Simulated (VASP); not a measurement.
Data:

```yaml
crystal:
  lattice:
    - [0.00000, 2.04500, 2.04500]
    - [2.04500, 0.00000, 2.04500]
    - [2.04500, 2.04500, 0.00000]
  atoms:
    - { symbol: Ag, position: [0.00000, 0.00000, 0.00000] }
```

These are PBE GGA, VASP's PBE PAW potentials (set 64) (plane waves; VASP) values and carry that method's errors. Settings: 400 eV cut-off, 12×12×12 Γ-centred mesh, first-order Methfessel-Paxton smearing of 0.10 eV, potentials Ag.

Estimate the energy per atom (σ→0), pressure, band gap (on the k-mesh) with the smallest direct gap where there is one.

```
Property                                                     Value
------------------------  ----------------------------------------
band gap (on the k-mesh)  none (metal, semimetal or under 0.01 eV)
energy per atom (σ→0)                           -260.8 kJ/mol-atom
pressure                                                  3.99 GPa
```

Total energies compare only between runs with the same potentials, cut-off and functional.

The compound is Ag in the fcc structure. The cell was not relaxed at this level.
